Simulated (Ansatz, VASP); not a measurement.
Two plane-wave programs on WAu

```xyz
2
Lattice="0.0000 2.7480 2.7480 2.7480 0.0000 2.7480 2.7480 2.7480 0.0000" Properties=species:S:1:pos:R:3 pbc="T T T"
W     0.0000    0.0000    0.0000
Au    4.1220    4.1220    4.1220
```

The cell was built by a generator and needn't be a form met in nature.

Alike in both runs: task relaxation of cell and atoms; functional PBE; k mesh 8 × 8 × 8; occupations fermi-dirac, width 0.05 eV; no spin polarisation.

|  | VASP | Ansatz |
| --- | --- | --- |
| version | VASP 6.6.1 | Ansatz 0.2.0 |
| potentials or method | VASP PAW PBE potentials, release 64 (W_sv, Au) | Ansatz PAW |
| plane-wave cutoff (eV) | 600 | 420 |
| valence electrons in the cell | 25 | 33 |

```tsv
	VASP	Ansatz	Ansatz less VASP
gap on the k mesh at the Fermi level, each at its own relaxed structure (eV)	none	none	-
relaxed volume (Å³/atom)	24.65	24.63	-0.021
relaxed cell length with the largest relative difference (Å)	4.116	4.114	-0.0012
energy change over the relaxation (meV/atom)	-340	-335	+4.4
```

A gap of «none» marks a metal or a gap that the smearing closes. The two sets of potentials don't hold the same shells in valence.

Caveats: the volume moved by over 15 % at a fixed basis, so the end points are rough; the plane-wave basis is chosen anew once the cell has moved, so the energies of steps on either side of that aren't comparable (Ansatz). Spin-orbit coupling is left out, which matters for the levels of Au, W.
